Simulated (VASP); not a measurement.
Method: PBE GGA with spin-orbit coupling, VASP's PBE PAW potentials (set 64) (plane waves; VASP).

VASP ran on this input.

File KPOINTS:
```
Regular mesh
0
G
  5 5 5
0 0 0
```

### INCAR
```
LMAXMIX=6
GGA_COMPAT=.False.
SIGMA=0.1   ! width (eV)
NELM=100
PREC=Accurate
EDIFF=1E-6   ! SCF stop (eV)
ALGO=Normal   ! blocked Davidson
MAGMOM=18*0.0
ISIF=2   ! forces and stress, cell fixed
LORBIT=11
LSORBIT=.True.
LASPH=.True.
LCHARG=.False.
ENCUT=400   ! plane-wave cut-off (eV)
ISMEAR=-1   ! Fermi-Dirac
LREAL=.False.
LNONCOLLINEAR=.True.
LWAVE=.False.
GGA=PE   ! PBE
SYSTEM=B2Au
```

POSCAR:
```
B2Au
1.0
 -3.4398360000   3.4398360000   2.7678150000
  3.4398360000  -3.4398360000   2.7678150000
  3.4398360000   3.4398360000  -2.7678150000
B Au
4 2
Cartesian
  4.5268241760   1.0869881760   0.0000000000
  1.0869881760   2.3528478240   0.0000000000
  2.3528478240   1.0869881760   2.7678150000
 -1.0869881760   2.3528478240   2.7678150000
 -0.0000000000   0.0000000000   4.1517225000
  0.0000000000   0.0000000000   1.3839075000
```

POTCAR, in this order: B Au (PBE.64 set). Program: vasp_ncl.

What VASP printed:

File OUTCAR:
```
 ion  position               nearest neighbor table
   1  0.158  0.658  0.816-
   2  0.342  0.158  0.500-
   3  0.658  0.842  0.500-
   4  0.842  0.342  0.184-
   5  0.750  0.750  0.000-   6 2.77   6 2.77
   6  0.250  0.250  0.000-   5 2.77   5 2.77
  LATTYP: Found a body centered tetragonal cell.
 ALAT       =     6.8796720000
 C/A-ratio  =     0.8046357443
 Subroutine PRICEL returns:
 Original cell was already a primitive cell.
 Subroutine GETGRP returns: Found 16 space group operations
The static configuration has the point symmetry C_4h.
 The point group associated with its full space group is D_4h.
The dynamic configuration has the point symmetry C_4h.
The overall configuration has the point symmetry C_4h.
 Subroutine INISYM returns: Found 16 space group operations
 Subroutine IBZKPT returns following result:
 Found     18 irreducible k-points:

 Following reciprocal coordinates:
            Coordinates               Weight
  0.000000  0.000000  0.000000      1.000000
  0.200000  0.000000  0.000000      8.000000
...
```

OSZICAR:
```
       N       E                     dE             d eps       ncg     rms          rms(c)
DAV:   1     0.116741037295E+03    0.11674E+03   -0.12606E+04  1512   0.113E+03
DAV:   2    -0.809240976286E+01   -0.12483E+03   -0.11820E+03  1694   0.206E+02
DAV:   3    -0.177659534027E+02   -0.96735E+01   -0.93033E+01  2252   0.429E+01
DAV:   4    -0.180810392891E+02   -0.31509E+00   -0.31118E+00  2072   0.849E+00
DAV:   5    -0.180932407143E+02   -0.12201E-01   -0.12091E-01  2244   0.157E+00    0.952E+00
DAV:   6    -0.171990830466E+02    0.89416E+00   -0.15155E+01  1882   0.298E+01    0.112E+01
DAV:   7    -0.168221820294E+02    0.37690E+00   -0.18332E+00  1842   0.116E+01    0.542E+00
DAV:   8    -0.168000926100E+02    0.22089E-01   -0.11211E+00  2012   0.660E+00    0.176E+00
DAV:   9    -0.167738551848E+02    0.26237E-01   -0.11047E-01  1822   0.268E+00    0.602E-01
DAV:  10    -0.167696773423E+02    0.41778E-02   -0.15363E-02  2040   0.696E-01    0.435E-01
DAV:  11    -0.167668562865E+02    0.28211E-02   -0.46172E-03  1956   0.417E-01    0.217E-01
DAV:  12    -0.167657441506E+02    0.11121E-02   -0.31796E-03  1982   0.395E-01    0.857E-02
DAV:  13    -0.167656899294E+02    0.54221E-04   -0.34930E-04  2096   0.111E-01    0.353E-02
DAV:  14    -0.167656748431E+02    0.15086E-04   -0.15989E-04  1978   0.985E-02    0.813E-03
DAV:  15    -0.167656748289E+02    0.14194E-07   -0.14556E-05  1776   0.228E-02    0.822E-03
DAV:  16    -0.167656735428E+02    0.12861E-05   -0.30221E-06  1630   0.132E-02    0.284E-03
DAV:  17    -0.167656734308E+02    0.11201E-06   -0.74210E-07   860   0.585E-03
   1 F= -.16765673E+02 E0= -.16701139E+02  d E =-.129069E+00  mag=     0.0000     0.0000     0.0000
```

### OUTCAR
```
------------------------ aborting loop because EDIFF is reached ----------------------------------------
  FORCE on cell =-STRESS in cart. coord.  units (eV):
  Direction    XX          YY          ZZ          XY          YZ          ZX
  --------------------------------------------------------------------------------------
  Total      -14.1481989    -14.1481989     -9.9007011      0.0000000     -0.0000000      0.0000000
  in kB     -173.0370951   -173.0370951   -121.0888093      0.0000000     -0.0000000      0.0000000
  external PRESSURE =    -155.7209999 kB  Pullay stress =       0.0000000 kB
  volume of cell :      131.00
      direct lattice vectors                 reciprocal lattice vectors
    -3.439836000  3.439836000  2.767815000     0.000000000  0.145355767  0.180647912
     3.439836000 -3.439836000  2.767815000     0.145355767  0.000000000  0.180647912
     3.439836000  3.439836000 -2.767815000     0.145355767  0.145355767  0.000000000
 POSITION                                       TOTAL-FORCE (eV/Angst)
 -----------------------------------------------------------------------------------
      4.52682      1.08699      0.00000         0.048510      0.048510      0.000000
      1.08699      2.35285      0.00000         0.048510     -0.048510     -0.000000
      2.35285      1.08699      2.76781        -0.048510      0.048510     -0.000000
     -1.08699      2.35285      2.76781        -0.048510     -0.048510     -0.000000
      0.00000      0.00000      4.15172         0.000000      0.000000     -0.000000
      0.00000      0.00000      1.38391        -0.000000      0.000000     -0.000000
 -----------------------------------------------------------------------------------
    total drift:                                0.000000     -0.000000      0.000000
  FREE ENERGIE OF THE ION-ELECTRON SYSTEM (eV)
  ---------------------------------------------------
  free  energy   TOTEN  =       -16.7656734308 eV

  energy  without entropy=      -16.6366045847  energy(sigma->0) =      -16.70113901

 total charge

# of ion       s       p       d       tot
------------------------------------------
    1        0.882   0.406   0.000   1.288
    2        0.882   0.406   0.000   1.288
    3        0.882   0.406   0.000   1.288
    4        0.882   0.406   0.000   1.288
    5        0.565   0.238   8.651   9.454
    6        0.565   0.238   8.651   9.454
--------------------------------------------------
tot          4.657   2.101  17.302  24.060

 magnetization (x)

# of ion       s       p       d       tot
------------------------------------------
    1        0.000  -0.000   0.000  -0.000
    2       -0.000   0.000   0.000   0.000
    3       -0.000   0.000   0.000   0.000
    4        0.000  -0.000   0.000  -0.000
    5        0.000   0.000   0.000   0.000
    6        0.000   0.000   0.000   0.000
--------------------------------------------------
tot         -0.000   0.000   0.000  -0.000

 magnetization (y)

# of ion       s       p       d       tot
------------------------------------------
    1       -0.000   0.000   0.000   0.000
    2        0.000  -0.000   0.000  -0.000
    3        0.000  -0.000   0.000  -0.000
    4       -0.000   0.000   0.000   0.000
    5        0.000   0.000  -0.000  -0.000
    6        0.000   0.000  -0.000  -0.000
--------------------------------------------------
tot         -0.000  -0.000  -0.000  -0.000

 magnetization (z)

# of ion       s       p       d       tot
------------------------------------------
    1        0.000   0.000   0.000   0.000
    2        0.000   0.000   0.000   0.000
    3        0.000   0.000   0.000   0.000
    4        0.000   0.000   0.000   0.000
    5        0.000   0.000   0.000   0.000
    6        0.000   0.000   0.000   0.000
--------------------------------------------------
tot          0.000   0.000   0.000   0.000

 Ion:    1  E_soc:      0.0000171

 Ion:    2  E_soc:      0.0000171

 Ion:    3  E_soc:      0.0000171

 Ion:    4  E_soc:      0.0000171

 Ion:    5  E_soc:     -0.5631221

 Ion:    6  E_soc:     -0.5631221
```
(Selected blocks of OUTCAR.)

At this cut-off the stress carries a Pulay error, which pulls relaxed volumes low.

The structure was generated: B2Au was put into an ordered model structure, which need not be its known phase. The cell was not relaxed at this level. The run is one of a series of settings (GGA_COMPAT = .FALSE., LNONCOLLINEAR = .TRUE., LSORBIT = .TRUE., MAGMOM = 0.0 0.0 0.0 0.0 0.0 0.0 0.0 0.0 0.0 0.0 0.0 0.0 0.0 0.0 0.0 0.0 0.0 0.0, program vasp_ncl against the base run), some of them coarse on purpose.
